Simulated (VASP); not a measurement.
A snapshot from molecular dynamics of Se, step 61; the first frame, the perfect lattice, has an electronic free energy F (no ionic kinetic energy) of -3.447 eV/atom. The Γ point alone samples so small a cell crudely.

Consider the following.

```xyz
54
Lattice="6.5550 -11.3536 0.0000 6.5550 11.3536 0.0000 0.0000 0.0000 9.9000" Properties=species:S:1:pos:R:3 pbc="T T T"
Se     6.5784   -10.1523     3.5765
Se     3.4801    -0.1004     0.3909
Se     0.2789    -0.2352     1.7012
Se     6.7982   -10.7328     8.0635
Se     3.3294     0.3775     5.1468
Se     6.5744    10.3456     6.4924
Se     2.4757     4.2860     3.3970
Se     6.0287     3.7934     9.8849
Se     2.1484     2.7167     1.6422
Se     8.9825    -6.4472     8.3931
Se     5.8310     4.2324     4.4974
Se     2.5575     3.2363     6.8159
Se     5.2157     8.3093     3.0139
Se     8.1232     7.4824     9.6492
Se     5.3062     6.5237     1.5106
Se    10.9008    -2.8133     8.4262
Se     7.7564     7.5637     5.0625
Se     4.4604     7.0081     6.5364
Se     2.3723    -2.5440     3.4481
Se     5.7500    -4.2425     0.2271
Se     2.6641    -4.2063     1.8402
Se     3.4446    -3.4832     8.2327
Se     5.4577    -3.3708     4.8036
Se     3.0855    -4.9596     6.4634
Se     4.9763     0.8446     3.6608
Se     7.6567     0.0648     9.6204
Se     4.9130    -1.5666     1.2796
Se     4.5450     1.3835     8.8300
Se     7.7068    -0.3775     4.8246
Se     4.5266    -0.2223     7.0191
Se     7.6625     4.4644     3.0290
Se    10.1488     3.7176     0.1727
Se     7.3548     2.6040     1.5865
Se     7.3547     4.3787     8.0335
Se    10.2429     3.7240     5.1127
Se     6.6919     2.9486     6.3190
Se     4.8997    -6.4089     3.5546
Se     7.4597    -7.4425     0.0970
Se     5.0189    -8.2473     1.8444
Se     4.9185    -6.5663     8.4384
Se     7.4654    -7.5181     5.1471
Se     5.1837    -8.3349     6.7927
Se     7.6203    -2.8383     2.8374
Se     9.7791    -4.1626     0.2593
Se     7.5356    -5.0592     1.8391
Se     7.2399    -3.2114     8.0463
Se    10.0266    -3.6237     4.6079
Se     6.7242    -4.5427     6.2760
Se     9.0756     0.7395     3.1539
Se    11.8401     0.3366     0.0406
Se     9.0793    -0.8645     1.4705
Se     9.2921     0.5104     7.9046
Se    11.6033     0.0182     4.9425
Se     9.2729    -1.3968     6.4943
```

These are PBE GGA, VASP's PBE PAW potentials (set 64) (plane waves; VASP 6.6.1) values and carry that method's errors. Settings: PREC = Normal, LREAL = Auto, ISYM = 0, EDIFF = 1E-5, 300 eV cut-off, 1×1×1 Γ-centred mesh, Fermi-Dirac smearing of 0.060 eV, potentials Se.

Problem. Give F per atom of this frame and the forces (eV/Å).

Solution. -3.336 eV/atom.
```csv
atom,Fx,Fy,Fz
Se1,0.56,0.27,-0.08
Se2,-1.73,-0.28,0.01
Se3,0.50,-0.86,0.13
Se4,0.85,1.03,0.76
Se5,-0.86,0.20,-0.26
Se6,-0.03,-0.78,-0.23
Se7,0.84,0.57,0.02
Se8,-0.84,0.43,0.04
Se9,0.75,-0.65,0.58
Se10,0.32,0.31,0.10
Se11,-0.44,0.16,0.43
Se12,0.20,-0.92,-0.58
Se13,0.20,0.82,0.25
Se14,-0.53,0.15,0.34
Se15,-0.56,-0.34,-0.13
Se16,0.27,0.03,0.04
Se17,0.26,-0.42,0.22
Se18,0.98,-1.24,1.03
Se19,0.12,0.75,0.35
Se20,0.39,0.52,-0.41
Se21,0.29,-1.11,-0.56
Se22,0.22,1.03,-0.08
Se23,0.02,0.69,-1.08
Se24,-0.68,0.07,-0.18
Se25,0.63,0.21,-0.78
Se26,-0.07,-0.15,-0.16
Se27,1.06,0.01,0.90
Se28,0.47,0.26,-0.99
Se29,-0.31,0.10,-0.04
Se30,0.75,-0.74,0.62
Se31,0.19,0.41,0.41
Se32,-1.35,0.37,-0.63
Se33,0.13,-0.49,-0.25
Se34,0.68,0.89,0.25
Se35,-1.07,-0.33,-0.12
Se36,-0.04,-1.02,-0.72
Se37,0.44,0.05,-0.67
Se38,-0.86,0.06,-0.55
Se39,0.49,-0.28,0.64
Se40,0.47,0.27,-0.54
Se41,-0.19,-0.25,-0.12
Se42,0.14,-0.41,0.35
Se43,-1.11,-0.25,0.90
Se44,0.69,0.39,-0.33
Se45,-0.66,0.48,-0.01
Se46,-0.27,0.62,1.57
Se47,-0.81,0.25,-0.48
Se48,0.58,-1.19,0.01
Se49,0.07,0.41,0.74
Se50,-0.68,-0.10,-0.29
Se51,0.44,-0.44,-0.57
Se52,-0.08,0.50,0.44
Se53,-0.46,-0.25,0.05
Se54,-0.38,0.19,-0.37
```

The cell is a supercell, built from Se (trig). Its lattice is the typed one, not relaxed at this level.
